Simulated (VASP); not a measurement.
Input:

```yaml
crystal:
  lattice:
    - [0.00000, 2.09858, 2.09858]
    - [2.09858, 0.00000, 2.09858]
    - [2.09858, 2.09858, 0.00000]
  atoms:
    - { symbol: Ti, position: [0.00000, 0.00000, 0.00000] }
    - { symbol: N, position: [0.50000, 0.50000, 0.50000] }
```

These are revTPSS meta-GGA, VASP's PBE PAW potentials (set 64) (plane waves; VASP) values and carry that method's errors. Run with 520 eV cut-off, 15×15×15 Γ-centred mesh, first-order Methfessel-Paxton smearing of 0.10 eV, potentials Ti_sv N.

Question: Give the stress tensor in GPa (positive for a compressed cell).

Answer: 
```
9.46  0.00  0.00
0.00  9.46  0.00
0.00  0.00  9.46
```
The pressure is its mean diagonal, 9.46 GPa.

The compound is TiN in the rock salt structure. This cell is one point of a volume scan, at 0.97 of the reference volume. The electron count is odd and the run is not spin-polarised, which forces a metal.
